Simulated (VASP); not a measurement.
# What spin-orbit coupling changes in Cu3Pt, part 4 of 4

What does spin-orbit coupling change in Cu3Pt, and what does it cost? All runs use r2SCAN. Left out of this account: 1 further run (fields: a reference on another mesh). The start is a computed cell from the Materials Project.

VASP 6.6.1, plane waves and PAW; the level of theory is named at each step.

Still holding for the runs below: This run has no spin polarisation. Its electron count is odd, so without a moment it is a metal by construction. The k-mesh is coarse for a metal.

So far. Step 5 (Total and projected DOS (r2SCAN + SOC)): The DOS at the Fermi level goes from 2.04 to 2.02 states/eV/cell, a number that is sensitive to the mesh. The run took 4.5 times the core time, with 54 spinor bands against 35. Of the states within 0.3 eV of the Fermi level, the largest shares in the PAW spheres are Cu d 41 %, Pt d 23 % and Cu p 9 %. The rest lies in smaller channels or between the spheres. The relaxed cell has a = 3.687 Å (conventional setting).

## (7) Full relaxation (r2SCAN + SOC)

This step: r2SCAN, spin-orbit coupling; plane waves and PAW (Cu, Pt) (VASP 6.6.1).

The same relaxation with spinors and spin-orbit coupling.

The input, INCAR:

```
SYSTEM = Cu3Pt
PREC = Accurate
ENCUT = 400
EDIFF = 1E-06
NELM = 100
ISMEAR = -1
SIGMA = 0.05
LREAL = .FALSE.
ALGO = Normal
METAGGA = R2SCAN
LASPH = .TRUE.
LNONCOLLINEAR = .TRUE.
MAGMOM = 0 0 0 0 0 0 0 0 0 0 0 0
NBANDS = 54
GGA_COMPAT = .FALSE.
LSORBIT = .TRUE.
LMAXMIX = 4
LORBIT = 11
LWAVE = .FALSE.
LCHARG = .FALSE.
KPAR = 4
IBRION = 2
NSW = 60
ISIF = 3
EDIFFG = -0.01
```

The input, POSCAR:

```
Cu3Pt
1.0
    3.6830918900      0.0000000000      0.0000000000
    0.0000000000      3.6830918900      0.0000000000
    0.0000000000      0.0000000000      3.6830918900
Cu Pt
3 1
Direct
    0.0000000000      0.5000000000      0.5000000000
    0.5000000000      0.5000000000      0.0000000000
    0.5000000000      0.0000000000      0.5000000000
    0.0000000000      0.0000000000      0.0000000000
```

The input, KPOINTS:

```
Automatic mesh
0
Gamma
7 7 7
0 0 0
```

PAW data sets: Cu and Pt (PBE family, release 64).

Run with:

```bash
> mpirun -np 4 vasp_ncl
```

What it wrote:

```text
[... set-up lines as in an earlier step ...]
 entering main loop
       N       E                     dE             d eps       ncg     rms          rms(c)
[... 17 cycles as in an earlier step ...]
   1 F= -.84959769E+02 E0= -.84949949E+02  d E =-.849598E+02  mag=     0.0000     0.0000     0.0000
 curvature:   0.00 expect dE= 0.000E+00 dE for cont linesearch  0.000E+00
 trial: gam= 0.00000 g(F)=  0.000E+00 g(S)=  0.405E-03 ort = 0.000E+00 (trialstep = 0.100E+01)
 search vector abs. value=  0.405E-03
 bond charge predicted
       N       E                     dE             d eps       ncg     rms          rms(c)
DAV:   1    -0.849712840328E+02   -0.11514E-01   -0.17370E-01  2454   0.847E+00    0.885E-01
DAV:   2    -0.849644062847E+02    0.68777E-02   -0.77548E-02  2354   0.812E+00    0.429E-01
DAV:   3    -0.849604366966E+02    0.39696E-02   -0.18685E-02  2602   0.500E+00    0.236E-01
DAV:   4    -0.849599494559E+02    0.48724E-03   -0.10657E-03  3182   0.999E-01    0.111E-01
DAV:   5    -0.849597863282E+02    0.16313E-03   -0.25546E-04  3602   0.288E-01    0.375E-02
DAV:   6    -0.849597512216E+02    0.35107E-04   -0.54533E-05  2896   0.845E-02    0.838E-03
DAV:   7    -0.849597524527E+02   -0.12311E-05   -0.40800E-06  2500   0.296E-02    0.370E-03
DAV:   8    -0.849597541810E+02   -0.17283E-05   -0.54220E-07  1330   0.127E-02    0.256E-03
DAV:   9    -0.849597552419E+02   -0.10608E-05   -0.17865E-07  1188   0.137E-02    0.298E-04
DAV:  10    -0.849597552946E+02   -0.52769E-07   -0.12054E-07  1182   0.336E-03
   2 F= -.84959755E+02 E0= -.84949969E+02  d E =0.141719E-04  mag=     0.0000    -0.0000    -0.0000
 trial-energy change:    0.000014  1 .order    0.000041   -0.000405    0.000487
 step:   0.4991(harm=  0.4541)  dis= 0.00000  next Energy=   -84.959874 (dE=-0.105E-03)
 bond charge predicted
       N       E                     dE             d eps       ncg     rms          rms(c)
DAV:   1    -0.849628192706E+02   -0.30640E-02   -0.43359E-02  2448   0.422E+00    0.447E-01
DAV:   2    -0.849609405380E+02    0.18787E-02   -0.19849E-02  2356   0.410E+00    0.220E-01
DAV:   3    -0.849599966868E+02    0.94385E-03   -0.48597E-03  2596   0.256E+00    0.118E-01
DAV:   4    -0.849598905355E+02    0.10615E-03   -0.27267E-04  3160   0.493E-01    0.555E-02
DAV:   5    -0.849598777286E+02    0.12807E-04   -0.70082E-05  3562   0.148E-01    0.191E-02
DAV:   6    -0.849598792348E+02   -0.15062E-05   -0.15185E-05  2770   0.446E-02    0.418E-03
DAV:   7    -0.849598785194E+02    0.71541E-06   -0.10660E-06  1608   0.128E-02
   3 F= -.84959879E+02 E0= -.84950076E+02  d E =-.109053E-03  mag=    -0.0000     0.0000     0.0000
 curvature:  -0.23 expect dE=-0.507E-05 dE for cont linesearch -0.507E-05
 trial: gam= 0.00000 g(F)=  0.548E-62 g(S)=  0.225E-04 ort =-0.955E-04 (trialstep = 0.900E+00)
 search vector abs. value=  0.225E-04
 reached required accuracy - stopping structural energy minimisation
```

It took 2.2 min on 4 MPI ranks of AMD EPYC 9R45, shared host; peak memory 0.99 GiB.

Parts of OUTCAR (step 7):

```text
   NELECT =      43.0000    total number of electrons

 E-fermi :   8.3245

 k-point     1 :       0.0000    0.0000    0.0000
  band No.  band energies     occupation
    ...
     36       7.4075      1.00000
     37       8.1111      0.98618
     38       8.1111      0.98618
     39       8.1111      0.98618
     40       8.1111      0.98618
     41       8.4594      0.06305
     42       8.4594      0.06305
     43       9.8589      0.00000
     44       9.8589      0.00000
     45      10.4549      0.00000
    ...

  Total       -0.0249231     -0.0249231     -0.0249231      0.0000000      0.0000000     -0.0000000
  in kB       -0.7977093     -0.7977093     -0.7977093      0.0000000      0.0000000     -0.0000000
  external PRESSURE =      -0.7977093 kB  Pullay stress =       0.0000000 kB

 POSITION                                       TOTAL-FORCE (eV/Angst)
 -----------------------------------------------------------------------------------
      0.00000      1.84272      1.84272         0.000000      0.000000      0.000000
      1.84272      1.84272     -0.00000         0.000000      0.000000      0.000000
      1.84272      0.00000      1.84272        -0.000000     -0.000000      0.000000
      0.00000      0.00000      0.00000        -0.000000      0.000000      0.000000
 -----------------------------------------------------------------------------------
    total drift:                                0.000000     -0.000000     -0.000000

  FREE ENERGIE OF THE ION-ELECTRON SYSTEM (eV)
  ---------------------------------------------------
  free  energy   TOTEN  =       -84.9598785194 eV

  energy  without entropy=      -84.9402729332  energy(sigma->0) =      -84.95007573

 Spin-Orbit-Coupling matrix elements
 Ion:    1  E_soc:     -0.0141510
 Ion:    2  E_soc:     -0.0141510
 Ion:    3  E_soc:     -0.0141510
 Ion:    4  E_soc:     -0.6536943

 magnetization (x)
# of ion       s       p       d       tot
------------------------------------------
    1       -0.000   0.000   0.000   0.000
    2        0.000   0.000   0.000   0.000
    3       -0.000  -0.000   0.000  -0.000
    4        0.000  -0.000   0.000  -0.000
--------------------------------------------------
tot          0.000   0.000   0.000   0.000

 magnetization (y)
# of ion       s       p       d       tot
------------------------------------------
    1        0.000   0.000   0.000   0.000
    2       -0.000  -0.000   0.000  -0.000
    3       -0.000  -0.000   0.000  -0.000
    4        0.000   0.000  -0.000   0.000
--------------------------------------------------
tot         -0.000   0.000   0.000   0.000

 magnetization (z)
# of ion       s       p       d       tot
------------------------------------------
    1        0.000   0.000  -0.000   0.000
    2        0.000   0.000   0.000   0.000
    3       -0.000   0.000   0.000   0.000
    4        0.000   0.000   0.000   0.000
--------------------------------------------------
tot          0.000   0.000   0.000   0.000

[... 8 parts as in an earlier step ...]

[... 10 further parts left out ...]
```

CONTCAR:

```
Cu3Pt
   1.00000000000000
     3.6854387759537683    0.0000000000000000   -0.0000000000000000
     0.0000000000000000    3.6854387759537683    0.0000000000000000
     0.0000000000000000    0.0000000000000000    3.6854387759537683
  Cu              Pt
     3     1
Direct
     0.0000000000000000    0.5000000000000000    0.5000000000000000
     0.5000000000000000    0.5000000000000000    0.0000000000000000
     0.5000000000000000    0.0000000000000000    0.5000000000000000
     0.0000000000000000    0.0000000000000000    0.0000000000000000
```

Little changed from the start: no atom moved by 0.005 Å and no cell edge by 0.1 %.

Numbers from this step:

```
bands                           : 54
free energy (TOTEN)             : -84.9599 eV
energy at zero smearing         : -84.9501 eV
Fermi energy                    : 8.325 eV
pressure                        : -0.07977 GPa
SCF cycles over all ionic steps : 34
```

On-site spin-orbit energy by atom:

```csv
atom,on-site spin-orbit energy (eV)
Cu1,-0.014
Cu2,-0.014
Cu3,-0.014
Pt4,-0.654
```

The cell ends at 12.51 Å³/atom, -0.1 % from the run without the coupling. The run took 5.4 times the core time, with 54 spinor bands against 27.

## (8) The runs together

| quantity | without | with spin-orbit coupling |
| --- | --- | --- |
| gap (eV) | none | none |
| core minutes, bands | 2.2 | 10 |
| DOS at the Fermi level (states/eV/cell) | 2.04 | 2.02 |
| core minutes, DOS | 0.88 | 3.9 |
| relaxed volume (Å³/atom) | 12.53 | 12.51 |
| core minutes, relaxation | 1.6 | 8.7 |

## (9) Results

| Item | Value |
| --- | --- |
| gap (eV), without → with | none → none |
| DOS at the Fermi level (states/eV/cell), without → with | 2.04 → 2.02 |
| relaxed volume (Å³/atom), without → with | 12.53 → 12.51 |

**Reading.** Cu3Pt has no gap with or without spin-orbit coupling. The relaxed volume moves by -0.1 %. The spinor runs cost 4.5 to 5.4 times as much, on a shared host. The k-sampling is coarse for a metal, so the Fermi level, pressures and the shape of the cell carry errors. With an odd electron count and no spin the cell is a metal by construction.

[Lines on the potential files, build, host, timing and source positions are cut from VASP's logs without a mark.]

[Logs are printed without paths, hosts, clocks, repeated set-up lines and the standing remarks that a program may print on its own settings, such as how far it seeks lower states.]

[Hosts, paths, dates, database ids (printed as entryN), source tags and the programs' standing remarks are cut or masked in the printed files.]

[A measured line is paired with the nearest computed mode of its activity, which favours agreement.]
